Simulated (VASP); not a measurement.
Set up this calculation in VASP 6.6.1, as the native input.

* Task: relaxation of cell and atoms
* Functional: PBE
* Potentials or basis: VASP PAW PBE potentials, release 64 (Cd, Sb, O)
* Cutoff: 520 eV
* k mesh: 3 × 3 × 3
* Occupations: gaussian, width 0.15 eV
* Spin: no spin polarisation
* Further INCAR settings: PREC = Normal; ALGO = Fast; EDIFF = 0.0001; IBRION = 2; EDIFFG = -0.08; NSW = 24; ISIF = 3

The structure of CdSb2O4 lies in POSCAR:

```
CdSb2O4
1.0
    0.0000000000      4.1952130300      4.1952130300
    4.1952130300      0.0000000000      4.1952130300
    4.1952130300      4.1952130300      0.0000000000
Cd Sb O
1 2 4
Direct
    0.0000000000      0.0000000000      0.0000000000
    0.5000000000      0.5000000000      0.5000000000
    0.7500000000      0.7500000000      0.7500000000
    0.1278817500      0.6163547500      0.1278817500
    0.1278817500      0.1278817500      0.1278817500
    0.6163547500      0.1278817500      0.1278817500
    0.1278817500      0.1278817500      0.6163547500
```

The cell was built by a generator and needn't be a form met in nature.

The input as run:

INCAR

```
ALGO     = Fast           # electronic algorithm
EDIFF    = 1E-4           # SCF threshold, eV
EDIFFG   = -0.08          # ionic threshold
ENCUT    = 520            # plane-wave cutoff, eV
GGA      = PE             # functional
IBRION   = 2              # ionic algorithm
ISIF     = 3              # what is computed and relaxed
ISMEAR   = 0              # smearing method
LASPH    = True           # aspherical terms in the spheres
LCHARG   = False          # write CHGCAR
LREAL    = False          # projectors in reciprocal space
LWAVE    = False          # write WAVECAR
NELM     = 60             # most SCF steps
NSW      = 24             # ionic steps
PREC     = Normal         # precision mode
SIGMA    = 0.15           # smearing width, eV
```

KPOINTS

```
k-points
0
Gamma
  3 3 3
```

Potentials or basis: VASP PAW PBE potentials, release 64 (Cd, Sb, O).

Run with:

```bash
$ cat potpaw_PBE.64/Cd/POTCAR potpaw_PBE.64/Sb/POTCAR potpaw_PBE.64/O/POTCAR > POTCAR
$ mpirun -np 1 vasp_std > vasp.out
```

Results of the run:

```
Relaxed volume                         : 16.64 Å³/atom
Relaxed cell                           : a = 5.481 Å, b = 5.481 Å, c = 5.481 Å, α = 60.00°, β = 60.00°, γ = 60.00°
Space group after relaxing (to 0.05 Å) : F-43m (No. 216)
Energy gained by relaxing              : 386.3 meV/atom
Ionic steps                            : 5
Pressure after relaxing                : 0.5 GPa
Largest force after relaxing           : 0.042 eV/Å
Band gap on the k mesh                 : none (metal or under the smearing width)
```

Caveat: the k mesh is coarse (spacing up to 0.43 Å⁻¹), so the values aren't converged; the volume moved by over 15 % at a fixed basis, so the end points are rough; the relaxation stopped at a loose force limit of 0.08 eV/Å, so its end isn't a converged minimum.

It took 48 s on 1 thread of Intel(R) Xeon(R) 6975P-C (Granite Rapids), with other jobs on the host, peak memory 0.21 GiB.
